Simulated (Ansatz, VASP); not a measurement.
# Cross-check of GeSb4Te7 between VASP and Ansatz, part 2 of 2

Aim: how closely do two programs agree when they are given the same cell, functional and k mesh? The cell is taken from a series of runs on this material, whose earlier steps may have relaxed, scaled, displaced or heated it; both programs get it as it stands.

VASP 6.6.1 and Ansatz 0.2.0.

So far. Step 2 (VASP: single point, PBE, pair 1): The run ends at a pressure of 0.48 GPa, with forces up to 0.025 eV/Å.

## (5) Ansatz: single point, PBE, pair 2

Level of this step: Ansatz beside VASP: Kohn-Sham DFT, plane waves, PBE (Ansatz).

A single point gives forces, pressure and levels at one fixed geometry, so differences don't come from the geometry; what else differs is listed under the comparison. The cell compared in this pair holds 392.56 Å³, against 390.60 Å³ for the pair before.

The cell is taken from a series of runs on this material, whose earlier steps may have relaxed, scaled, displaced or heated it; both programs get it as it stands.

Input file input.yaml:

```yaml
crystal:
  lattice:
    - [4.2893002584, 0.0, 0.0]
    - [-2.1446501292, 3.7146429882, 0.0]
    - [0.0, 0.0, 24.63777845]
  atoms:
    - { symbol: Ge, position: [0.0, 0.0, 0.5] }
    - { symbol: Sb, position: [0.6666666667, 0.3333333333, 0.9187950871] }
    - { symbol: Sb, position: [0.3333333333, 0.6666666667, 0.3487185384] }
    - { symbol: Sb, position: [0.3333333333, 0.6666666667, 0.0812049129] }
    - { symbol: Sb, position: [0.6666666667, 0.3333333333, 0.6512814616] }
    - { symbol: Te, position: [0.3333333333, 0.6666666667, 0.8489039437] }
    - { symbol: Te, position: [0.6666666667, 0.3333333333, 0.1510960563] }
    - { symbol: Te, position: [0.0, 0.0, 0.7207162218] }
    - { symbol: Te, position: [0.6666666667, 0.3333333333, 0.4310805207] }
    - { symbol: Te, position: [0.3333333333, 0.6666666667, 0.5689194793] }
    - { symbol: Te, position: [0.0, 0.0, 0.0] }
    - { symbol: Te, position: [0.0, 0.0, 0.2792837782] }
kpoints:
  mp_grid: { grid: [6, 6, 2] }
  band_path:
    path:
      - [0.0, 0.0, 0.0]
      - [0.5, 0.0, 0.0]
      - [0.33333333, 0.33333333, 0.0]
      - [0.0, 0.0, 0.5]
      - [0.5, 0.0, 0.5]
      - [0.33333333, 0.33333333, 0.5]
    npoints: 1
hamiltonian:
  xc: pbe
  pseudopotentials: { kind: paw, azcp: { folder: soft_1 } }
scf:
  occupations: { method: fermi_dirac, width: 0.02 }
  n_extra_bands: 8
output:
  eigenvalues: true
  forces: true
  stress: true
```

Run with:

```bash
> ansatz run input.yaml --threads 2 --pin off --max-ram 92160MiB --backend cuda --events-out ev --progress --plain --runs-dir out --devices 1 --max-vram 13GiB
```

Numbers of over 12 decimals in the logs are rounded to 6 here.

Output:

```text
[...]
GPUs: using 1 of 1 available (devices: 1).
[...]
GPU FFT provider: cuFFT
GPU libraries: cuBLAS 13.8.2, cuFFT 12.4.0, cuSOLVER 12.3.4
Crystal: 12 atoms, lattice volume = 392.559 Å³
Basis set: ecut = 420 eV, 7661 PW (Γ), exchange–correlation on 60×60×360 points (8 copies of the dense FFT grid, shifted against one another)
[...]
k-point 0: bands = [... 89 lower, 7.6633, 7.6633, 8.4374, 8.6174, 9.2262, 9.2673, 9.3350, 9.3350, ... 4 higher]
  k-point 1: bands = [... 89 lower, 7.6795, 7.8377, 8.3393, 8.7167, 9.0992, 9.2861, 9.2861, 9.3665, ... 4 higher]
  k-point 2: bands = [... 89 lower, 7.8003, 8.1105, 8.2249, 8.5325, 9.4133, 9.6475, 9.7821, 9.7851, ... 4 higher]
  k-point 13: bands = [... 89 lower, 7.3315, 7.9545, 7.9545, 7.9903, 9.6108, 9.8546, 9.8546, 10.5933, ... 4 higher]
[key lines of the parts left out:]
SCF converged after 11 iterations
Free energy (F): -79095.145261 eV
Fermi energy:    8.907983 eV
P = ⅓ Tr σ = 0.4218 GPa (4.218 kbar)
```

## (6) VASP: single point, PBE, pair 2

The same cell, functional, mesh and smearing now go to VASP, with its own data sets.

Input file INCAR:

```
SYSTEM = GeSb4Te7
PREC = Accurate
ENCUT = 500
EDIFF = 1E-06
NELM = 120
ISMEAR = -1
SIGMA = 0.02
LREAL = .FALSE.
ALGO = Normal
GGA = PE
NBANDS = 50
LORBIT = 11
LWAVE = .FALSE.
LCHARG = .FALSE.
ISIF = 2
LASPH = .TRUE.
GGA_COMPAT = .FALSE.
EFERMI = MIDGAP
KPAR = 2
```

Input file POSCAR:

```
GeSb4Te7
1.0
    4.2893002584      0.0000000000      0.0000000000
   -2.1446501292      3.7146429882      0.0000000000
    0.0000000000      0.0000000000     24.6377784500
Ge Sb Te
1 4 7
Direct
    0.0000000000      0.0000000000      0.5000000000
    0.6666666667      0.3333333333      0.9187950871
    0.3333333333      0.6666666667      0.3487185384
    0.3333333333      0.6666666667      0.0812049129
    0.6666666667      0.3333333333      0.6512814616
    0.3333333333      0.6666666667      0.8489039437
    0.6666666667      0.3333333333      0.1510960563
    0.0000000000      0.0000000000      0.7207162218
    0.6666666667      0.3333333333      0.4310805207
    0.3333333333      0.6666666667      0.5689194793
    0.0000000000      0.0000000000      0.0000000000
    0.0000000000      0.0000000000      0.2792837782
```

Input file KPOINTS:

```
Automatic mesh
0
Gamma
6 6 2
0 0 0
```

The projector-augmented-wave data sets are Ge_d, Sb and Te (PBE family, release 64).

Run with:

```bash
> mpirun -np 2 vasp_std
```

Output:

```text
[... set-up lines as in an earlier step ...]
 entering main loop
       N       E                     dE             d eps       ncg     rms          rms(c)
DAV:   1     0.536852229368E+03    0.53685E+03   -0.26612E+04  1536   0.147E+03
DAV:   2     0.381606883472E+02   -0.49869E+03   -0.47612E+03  1560   0.307E+02
DAV:   3    -0.398058121664E+02   -0.77967E+02   -0.74603E+02  1696   0.117E+02
DAV:   4    -0.446921156794E+02   -0.48863E+01   -0.47984E+01  1680   0.322E+01
[...]
DAV:  14    -0.445592066921E+02   -0.25822E-05   -0.34669E-05  2112   0.262E-02    0.130E-02
DAV:  15    -0.445592077689E+02   -0.10768E-05   -0.14173E-05  1724   0.148E-02    0.627E-03
DAV:  16    -0.445592078102E+02   -0.41291E-07   -0.91025E-07   904   0.397E-03
   1 F= -.44559208E+02 E0= -.44559207E+02  d E =-.936826E-06
```

OUTCAR, selected parts (step 6):

```text
  Total        1.2393889      1.2393889      0.4450824      0.0000000     -0.0000000     -0.0000000
  in kB        5.0583993      5.0583993      1.8165440      0.0000000     -0.0000000     -0.0000000
  external PRESSURE =       3.9777809 kB  Pullay stress =       0.0000000 kB

 POSITION                                       TOTAL-FORCE (eV/Angst)
 -----------------------------------------------------------------------------------
      0.00000      0.00000     12.31889         0.000000      0.000000     -0.000000
      2.14465      1.23821     22.63707        -0.000000     -0.000000      0.023532
     -0.00000      2.47643      8.59165        -0.000000      0.000000      0.023082
     -0.00000      2.47643      2.00071        -0.000000      0.000000     -0.023532
      2.14465      1.23821     16.04613         0.000000     -0.000000     -0.023082
     -0.00000      2.47643     20.91511         0.000000     -0.000000     -0.013602
      2.14465      1.23821      3.72267        -0.000000      0.000000      0.013602
      0.00000      0.00000     17.75685        -0.000000      0.000000      0.012218
      2.14465      1.23821     10.62087         0.000000     -0.000000     -0.013589
     -0.00000      2.47643     14.01691        -0.000000      0.000000      0.013589
      0.00000      0.00000      0.00000         0.000000      0.000000     -0.000000
      0.00000      0.00000      6.88093         0.000000      0.000000     -0.012218
 -----------------------------------------------------------------------------------
    total drift:                               -0.000000     -0.000000      0.000000

  FREE ENERGIE OF THE ION-ELECTRON SYSTEM (eV)
  ---------------------------------------------------
  free  energy   TOTEN  =       -44.5592078102 eV

  energy  without entropy=      -44.5592068734  energy(sigma->0) =      -44.55920734

[... 1 part as in an earlier step ...]

[... 2 further parts left out ...]
[key lines of the parts left out:]
E-fermi :   6.0648
```

The run ends at a pressure of 0.40 GPa, with forces up to 0.024 eV/Å.

## (7) Differences

What differs besides the data sets and the points named for the pairs above, as far as they apply: the data sets hold 186 valence electrons in Ansatz (on its PAW soft_1 files) and 76 in VASP. Total energies have different zeros and are not compared.

Compared:

```csv
quantity,Ansatz,VASP,difference
pressure (GPa),0.42,0.40,+0.02
gap on the k mesh (eV),0.383,0.377,+0.005
```

At this near-relaxed geometry the largest component of a force difference is 24 meV/Å. A gap on the mesh is an upper bound, since the band edges may lie between its points.

## (8) Results

```json
{"difference in gap on the k mesh (single point, PBE, pair 1)": "0.0056 eV", "r.m.s. force difference (single point, PBE, pair 1)": "9.5 meV/Å", "difference in gap on the k mesh (single point, PBE, pair 2)": "0.0051 eV", "r.m.s. force difference (single point, PBE, pair 2)": "9.5 meV/Å"}
```

What this shows: The r.m.s. force difference is 9.5 meV/Å (single point, PBE, pair 1), within the 12 meV/Å picked in this series as the mark of a large difference. The data sets hold unlike numbers of valence electrons (186 in Ansatz and 76 in VASP), so part of the differences comes from the potentials. 2 further runs of this series are not shown here. Such differences can come from data sets, numerical settings and the points named under the comparisons, not from the functional's error against experiment.

[Lines on the potential files, build, host, timing and source positions are cut from VASP's logs without a mark.]

[Logs are printed without paths, hosts, clocks, repeated set-up lines and the standing remarks that a program may print on its own settings, such as how far it seeks lower states.]

[Hosts, paths, dates, database ids (printed as entryN), source tags and the programs' standing remarks are cut or masked in the printed files.]
